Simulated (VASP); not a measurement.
```
PbO
1.0
    4.09682     0.00000     0.00000
    0.00000     4.09682     0.00000
    0.00000     0.00000     5.50606
Pb O
2 2
Direct
  0.50000   0.00000   0.78147
  0.00000   0.50000   0.21853
  0.50000   0.50000   0.00000
  0.00000   0.00000   0.00000
```

Computed with PBE GGA, VASP's PBE PAW potentials (set 64) (plane waves; VASP 6.6.1). Settings: 520 eV cut-off, 6×6×4 Γ-centred mesh, Gaussian smearing of 0.050 eV, potentials Pb_d O.

Without a dispersion term in the relaxation, distances and binding between the weakly bound layers, chains or molecules are unreliable, and so is what depends on them.

Problem. The ions and cell shape at fixed volume are relaxed. Predict the relaxed structure.

Solution. 
```
PbO
1.0
    4.06002     0.00000     0.00000
    0.00000     4.06002     0.00000
    0.00000     0.00000     5.60634
Pb O
2 2
Direct
  0.50000   0.00000   0.78754
  0.00000   0.50000   0.21246
  0.50000   0.50000   0.00000
  0.00000   0.00000   0.00000
```
Space group P4/nmm (129), at a tolerance of 0.03 Å.

Problem. How much energy does the relaxation gain?

Solution. The energy (σ→0) changes by -3.7 meV/atom, in 7 ionic steps.

| step | E(σ→0) (eV) | max force (eV/Å) | pressure (GPa) | volume (Å³) |
|---|---|---|---|---|
| 1 | -21.5030 | 0.378 | -1.80 | 92.41 |
| 2 | -21.5129 | 0.132 | -1.00 | 92.41 |
| 3 | -21.5145 | 0.017 | -0.51 | 92.41 |
| 4 | -21.5162 | 0.014 | -0.40 | 92.41 |
| 5 | -21.5175 | 0.009 | -0.26 | 92.41 |
| 6 | -21.5174 | 0.004 | 0.01 | 92.41 |
| 7 | -21.5179 | 0.003 | -0.12 | 92.41 |

The compound is PbO in the litharge structure. This cell is one point of a volume scan, at 1.03 of the reference volume. Symmetry was kept, so distortions that lower it aren't found.
